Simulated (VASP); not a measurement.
# Yb3SnO: a series over U

Wanted: how far the results for Yb3SnO hang on the Hubbard correction. The start is a cell from a database of measured crystal structures.

Main program and level: VASP 6.6.1; LDA, spin-polarised from a ferromagnetic start; plane waves and PAW (Yb, Sn_d, O), in the first sound run; inputs show where later runs differ.

## Step 1: Set-up

It takes space group Pm-3m (No. 221, cubic). The conventional cell has a = 4.837 Å, b = 4.837 Å, c = 4.837 Å, α = 90.00°, β = 90.00°, γ = 90.00°. Nearest to Yb lie 2 O at 2.42 Å. Nearest to Sn lie 12 Yb at 3.42 Å. Nearest to O lie 6 Yb at 2.42 Å. Farther neighbours and most contacts between anions are not listed.

As a file:

```xyz
5
Lattice="4.8368 0.0000 0.0000 0.0000 4.8368 0.0000 0.0000 0.0000 4.8368" Properties=species:S:1:pos:R:3 pbc="T T T"
Yb    2.4184    2.4184    0.0000
Yb    2.4184    0.0000    2.4184
Yb    0.0000    2.4184    2.4184
Sn    0.0000    0.0000    0.0000
O     2.4184    2.4184    2.4184
```

## Step 2: Series over U, start order fm, U 0

U penalises partly filled orbitals; repeating the run over U shows how far moments and gap depend on it.

Input file INCAR:

```
SYSTEM = Yb3SnO
PREC = Accurate
ENCUT = 480
EDIFF = 1E-06
NELM = 150
ISMEAR = 0
SIGMA = 0.05
LREAL = .FALSE.
ALGO = Normal
GGA = CA
NBANDS = 68
ISPIN = 2
MAGMOM = 1 1 1 0 0
LMAXMIX = 6
AMIX = 0.2
BMIX = 1E-04
AMIX_MAG = 0.8
BMIX_MAG = 1E-04
LORBIT = 11
LWAVE = .FALSE.
LCHARG = .FALSE.
KPAR = 2
NEDOS = 1200
LASPH = .TRUE.
```

Input file POSCAR:

```
Yb3SnO
1.0
    4.8368300000      0.0000000000      0.0000000000
    0.0000000000      4.8368300000      0.0000000000
    0.0000000000      0.0000000000      4.8368300000
Yb Sn O
3 1 1
Direct
    0.5000000000      0.5000000000      0.0000000000
    0.5000000000      0.0000000000      0.5000000000
    0.0000000000      0.5000000000      0.5000000000
    0.0000000000      0.0000000000      0.0000000000
    0.5000000000      0.5000000000      0.5000000000
```

Input file KPOINTS:

```
Automatic mesh
0
Gamma
4 4 4
0 0 0
```

PAW data sets: Yb, Sn_d and O (PBE family, release 64).

Run with:

```
mpirun -np 2 vasp_std
```

The program printed:

```text
[banner, memory and clock lines left out]
running    2 mpi-ranks, on    1 nodes
 distrk:  each k-point on    1 cores,    2 groups
 distr:  one band on    1 cores,    1 groups

 POSCAR found type information on POSCAR YbSnO
 POSCAR found :  3 types and       5 ions
|                                                                             |
|               ----> ADVICE to this user running VASP <----                  |
|                                                                             |
|     You enforced a specific xc type in the INCAR file but a different       |
|     [... a line on the potential file left out ...]
|     I HOPE YOU KNOW WHAT YOU ARE DOING!                                     |
|                                                                             |

 LDA part: xc-table for (Slater(with rela. corr.)+CA(PZ))
 , standard interpolation
 POSCAR, INCAR and KPOINTS ok, starting setup
 FFT: planning ... GRIDC
 FFT: planning ... GRID_SOFT
 FFT: planning ... GRID
 WAVECAR not read
 entering main loop
       N       E                     dE             d eps       ncg     rms          rms(c)
DAV:   1     0.966739211094E+03    0.96674E+03   -0.24261E+04  4616   0.797E+03
DAV:   2     0.225282025623E+03   -0.74146E+03   -0.64963E+03  4368   0.138E+03
DAV:   3     0.153770594881E+02   -0.20990E+03   -0.20067E+03  3588   0.312E+02
DAV:   4    -0.210789597467E+02   -0.36456E+02   -0.35573E+02  4416   0.120E+02
DAV:   5    -0.301520754631E+02   -0.90731E+01   -0.89382E+01  5384   0.509E+01    0.979E+01
DAV:   6    -0.307659264809E+02   -0.61385E+00   -0.21952E+01  5216   0.407E+01    0.332E+01
DAV:   7    -0.310735259264E+02   -0.30760E+00   -0.47027E+00  5432   0.197E+01    0.312E+01
DAV:   8    -0.314659847365E+02   -0.39246E+00   -0.35159E+00  4760   0.291E+01    0.261E+01
DAV:   9    -0.311330739687E+02    0.33291E+00   -0.15076E+00  4072   0.310E+01    0.149E+01
DAV:  10    -0.310803537743E+02    0.52720E-01   -0.62808E-01  4384   0.184E+01    0.105E+01
DAV:  11    -0.311143020863E+02   -0.33948E-01   -0.19415E-01  5336   0.310E+00    0.973E+00
DAV:  12    -0.310628729509E+02    0.51429E-01   -0.11378E-01  4464   0.797E+00    0.345E+00
DAV:  13    -0.310638532486E+02   -0.98030E-03   -0.18164E-02  4976   0.970E-01    0.208E+00
DAV:  14    -0.310641366957E+02   -0.28345E-03   -0.26139E-03  4984   0.710E-01    0.873E-01
DAV:  15    -0.310643069445E+02   -0.17025E-03   -0.68243E-04  5208   0.294E-01    0.656E-01
DAV:  16    -0.310640891498E+02    0.21779E-03   -0.24020E-04  5216   0.172E-01    0.449E-01
DAV:  17    -0.310637059273E+02    0.38322E-03   -0.37804E-04  4520   0.417E-01    0.292E-01
DAV:  18    -0.310636294109E+02    0.76516E-04   -0.31852E-04  4584   0.368E-01    0.231E-01
DAV:  19    -0.310636611938E+02   -0.31783E-04   -0.97468E-05  5336   0.194E-01    0.277E-01
DAV:  20    -0.310636344629E+02    0.26731E-04   -0.49613E-05  4744   0.130E-01    0.164E-01
DAV:  21    -0.310636299721E+02    0.44909E-05   -0.10216E-05  3384   0.718E-02    0.816E-02
DAV:  22    -0.310636308500E+02   -0.87794E-06   -0.42125E-06  3384   0.264E-02
   1 F= -.31063631E+02 E0= -.31062791E+02  d E =-.167902E-02  mag=     0.0003
```

Wall time 2.6 min (2 MPI ranks of AMD EPYC 7R43, shared host); peak memory 0.45 GiB; 5.2 min of CPU time.

The logs omit lines about the potential files and the build; timing stands in the text.

From OUTCAR (step 2):

```text
ion  position               nearest neighbor table
   1  0.500  0.500  0.000-   5 2.42   5 2.42   4 3.42   2 3.42   2 3.42   3 3.42   3 3.42   2 3.42
                             4 3.42   2 3.42   3 3.42   4 3.42   3 3.42   4 3.42
   2  0.500  0.000  0.500-   5 2.42   5 2.42   4 3.42   1 3.42   1 3.42   4 3.42   1 3.42   3 3.42
                             3 3.42   1 3.42   3 3.42   4 3.42   4 3.42   3 3.42
   3  0.000  0.500  0.500-   5 2.42   5 2.42   4 3.42   1 3.42   1 3.42   4 3.42   2 3.42   4 3.42
                             4 3.42   1 3.42   2 3.42   2 3.42   1 3.42   2 3.42
   4  0.000  0.000  0.000-   1 3.42   2 3.42   3 3.42   2 3.42   3 3.42   1 3.42   3 3.42   3 3.42
                             1 3.42   2 3.42   2 3.42   1 3.42
   5  0.500  0.500  0.500-   1 2.42   2 2.42   3 2.42   1 2.42   2 2.42   3 2.42

  LATTYP: Found a simple cubic cell.
 ALAT       =     4.8368300000

 Subroutine GETGRP returns: Found 48 space group operations
 (whereof 48 operations were pure point group operations)

The static configuration has the point symmetry O_h .

 Found     10 irreducible k-points:

   k-points           NKPTS =     10   k-points in BZ     NKDIM =     10   number of bands    NBANDS=     68

   dimension x,y,z NGX =    36 NGY =   36 NGZ =   36
   dimension x,y,z NGXF=    72 NGYF=   72 NGZF=   72

   ENCUT  =  480.0 eV  35.28 Ry    5.94 a.u.   8.64  8.64  8.64*2*pi/ulx,y,z

   NELECT =      92.0000    total number of electrons

 k-points in reciprocal lattice and weights: Automatic mesh
   0.00000000  0.00000000  0.00000000       0.016
   0.25000000  0.00000000  0.00000000       0.094
   0.50000000  0.00000000  0.00000000       0.047
   0.25000000  0.25000000  0.00000000       0.188
   0.50000000  0.25000000  0.00000000       0.188
   0.50000000  0.50000000  0.00000000       0.047
   0.25000000  0.25000000  0.25000000       0.125
   0.50000000  0.25000000  0.25000000       0.188
   0.50000000  0.50000000  0.25000000       0.094
   0.50000000  0.50000000  0.50000000       0.016

 average (electrostatic) potential at core
       1 -32.5762       2 -32.5762       3 -32.5762       4-101.9815       5 -72.3503

 E-fermi :   3.9352

 spin component 1
 k-point     1 :       0.0000    0.0000    0.0000
  band No.  band energies     occupation
    ...
     41       3.7346      1.00000
     42       3.7346      1.00000
     43       3.7539      1.00000
     44       3.7539      1.00000
     45       3.7539      1.00000
     46       4.0562      0.00031
     47       4.0562      0.00031
     48       4.0562      0.00031
     49       4.4772      0.00000
     50       4.4772      0.00000
    ...

 k-point     2 :       0.2500    0.0000    0.0000
  band No.  band energies     occupation
    ...
     42       3.7489      1.00000
     43       3.7489      1.00000
     44       3.7918      0.99997
     45       3.8102      0.99980
     46       3.8102      0.99980
     47       3.9693      0.16732
     48       4.3543      0.00000
     49       4.5993      0.00000
     50       5.5835      0.00000
     51       5.5835      0.00000
    ...

 k-point     3 :       0.5000    0.0000    0.0000
  band No.  band energies     occupation
    ...
     42       3.7444      1.00000
     43       3.7444      1.00000
     44       3.7473      1.00000
     45       3.7742      1.00000
     46       3.7742      1.00000
     47       4.6889      0.00000
     48       4.8704      0.00000
     49       6.0650      0.00000
     50       6.1376      0.00000
     51       6.7812      0.00000
    ...

 k-point     4 :       0.2500    0.2500    0.0000
  band No.  band energies     occupation
    ...
     42       3.7301      1.00000
     43       3.7312      1.00000
     44       3.7377      1.00000
     45       3.7666      1.00000
     46       3.8007      0.99993
     47       4.3917      0.00000
     48       4.8851      0.00000
     49       5.5378      0.00000
     50       5.6391      0.00000
     51       5.9144      0.00000
    ...

 k-point     5 :       0.5000    0.2500    0.0000
  band No.  band energies     occupation
    ...
     42       3.7285      1.00000
     43       3.7288      1.00000
     44       3.7462      1.00000
     45       3.7520      1.00000
     46       3.7521      1.00000
     47       5.2060      0.00000
     48       5.3140      0.00000
     49       5.7143      0.00000
     50       6.1200      0.00000
     51       6.1663      0.00000
    ...

 k-point     6 :       0.5000    0.5000    0.0000
  band No.  band energies     occupation
    ...
     42       3.7329      1.00000
     43       3.7329      1.00000
     44       3.7339      1.00000
     45       3.7471      1.00000
     46       3.7565      1.00000
     47       4.8323      0.00000
     48       5.9229      0.00000
     49       5.9229      0.00000
     50       5.9377      0.00000
     51       5.9377      0.00000
    ...

  Total       -5.3446145     -5.3446145     -5.3446145     -0.0000000      0.0000000      0.0000000
  in kB      -75.6736179    -75.6736179    -75.6736179     -0.0000000      0.0000000      0.0000000
  external PRESSURE =     -75.6736179 kB  Pullay stress =       0.0000000 kB

  energy-cutoff  :      480.00
  volume of cell :      113.16
      direct lattice vectors                 reciprocal lattice vectors
     4.836830000  0.000000000  0.000000000     0.206746981  0.000000000  0.000000000
     0.000000000  4.836830000  0.000000000     0.000000000  0.206746981  0.000000000
     0.000000000  0.000000000  4.836830000     0.000000000  0.000000000  0.206746981

 POSITION                                       TOTAL-FORCE (eV/Angst)
 -----------------------------------------------------------------------------------
      2.41841      2.41841      0.00000         0.000000      0.000000      0.000000
      2.41841      0.00000      2.41841         0.000000      0.000000      0.000000
      0.00000      2.41841      2.41841         0.000000      0.000000      0.000000
      0.00000      0.00000      0.00000         0.000000      0.000000      0.000000
      2.41841      2.41841      2.41841         0.000000      0.000000      0.000000
 -----------------------------------------------------------------------------------
    total drift:                                0.000000      0.000000      0.000000

  FREE ENERGIE OF THE ION-ELECTRON SYSTEM (eV)
  ---------------------------------------------------
  free  energy   TOTEN  =       -31.0636308500 eV

  energy  without entropy=      -31.0619518274  energy(sigma->0) =      -31.06279134

 total charge
# of ion       s       p       d       f       tot
--------------------------------------------------
    1        2.141   5.999   0.380  13.632  22.151
    2        2.141   5.999   0.380  13.632  22.151
    3        2.141   5.999   0.380  13.632  22.151
    4        1.109   1.296   9.940   0.000  12.345
    5        1.544   3.408   0.000   0.000   4.952
--------------------------------------------------
tot          9.075  22.702  11.079  40.895  83.750

 magnetization (x)
# of ion       s       p       d       f       tot
--------------------------------------------------
    1       -0.000   0.000  -0.000   0.000   0.000
    2       -0.000   0.000  -0.000   0.000   0.000
    3       -0.000   0.000  -0.000   0.000   0.000
    4        0.000   0.000  -0.000   0.000   0.000
    5       -0.000  -0.000   0.000   0.000  -0.000
--------------------------------------------------
tot         -0.000   0.000  -0.000   0.000   0.000

[... 6 further parts left out ...]
```

The k-mesh is coarse for a metal. Without U or exact exchange the f electrons of Yb come out too delocalised, which can shrink the cell and pin f bands at the Fermi level. The PAW data sets were made with PBE, a small mismatch for LDA.

This step gave:

| Property | Result |
| --- | --- |
| electronic cycles | 22 |
| electrons | 92 |
| free energy (TOTEN) | -31.06 eV |
| energy at zero smearing | -31.06 eV |
| Fermi energy | 3.935 eV |
| labelled metallic, from the levels on this mesh | yes |
| DOS at the Fermi level | 2.048 states/eV/cell |

The spin moment in the PAW sphere vanishes on all atoms.

The density of states has structure finer than the step of the table below, so its rows give means over 1 eV, whole bins alone (the curve runs from -12.0 to 7.99 eV). Peaks (eV: height): total -0.3: 186; Yb d 2.3: 4.99, 6.2: 5.12, 6.4: 6.11, 6.5: 8.61; Yb f -0.3: 181; Sn s -7.7: 0.794, -7.5: 1.57, -7.3: 1.26, -7.0: 1.99; O p -6.2: 2.29, -5.9: 1.79, -5.5: 5.62, -4.7: 4.33.

Table of density of states by energy, zero at the Fermi level; means over each step; values in states/eV/cell:

| energy (eV) | total | Yb d | Yb f | Sn s | O p |
| --- | --- | --- | --- | --- | --- |
| -9 | 0 | 0 | 0 | 0 | 0 |
| -8 | 0.321 | 0.00262 | 0 | 0.147 | 0.00191 |
| -7 | 1.68 | 0.0215 | 0.00219 | 0.858 | 0.0267 |
| -6 | 2.46 | 0.164 | 0.0233 | 0.0419 | 1.21 |
| -5 | 3.54 | 0.128 | 0.0860 | 0.0198 | 1.98 |
| -4 | 0.0960 | 0.00429 | 4.4e-4 | 0 | 0.00153 |
| -3 | 1.74 | 0.114 | 0.0213 | 0.0345 | 0.0689 |
| -2 | 2.34 | 0.185 | 0.0635 | 0.00586 | 0.0652 |
| -1 | 1.90 | 0.230 | 0.230 | 1.3e-5 | 4.5e-4 |
| 0 | 42.7 | 0.490 | 40.7 | 0.00286 | 0.0633 |
| 1 | 3.69 | 1.08 | 0.336 | 0.0313 | 0.118 |
| 2 | 5.67 | 2.02 | 0.251 | 0.0710 | 0.123 |
| 3 | 2.26 | 0.753 | 0.0652 | 0.0778 | 0.0968 |
| 4 | 5.20 | 2.14 | 0.100 | 0.162 | 0.0520 |
| 5 | 3.81 | 2.08 | 0.0367 | 0.0601 | 0.0322 |
| 6 | 5.92 | 3.11 | 0.0919 | 0.0166 | 0.206 |
| 7 | 4.67 | 2.59 | 0.0583 | 0.00523 | 0.232 |

Energy at zero smearing: -31.06279 eV.

(Part 1 of 3 ends here.)

[Lines on the potential files, build, host, timing and source positions are cut from VASP's logs without a mark.]

[Logs are printed without paths, hosts, clocks, repeated set-up lines and the standing remarks that a program may print on its own settings, such as how far it seeks lower states.]

[Hosts, paths, dates, database ids (printed as entryN), source tags and the programs' standing remarks are cut or masked in the printed files.]

[In band tables of VASP the shares of atoms and orbitals are scaled to a sum of 1 inside the atoms' spheres.]

[Runs that stopped without an error message from VASP are left out.]
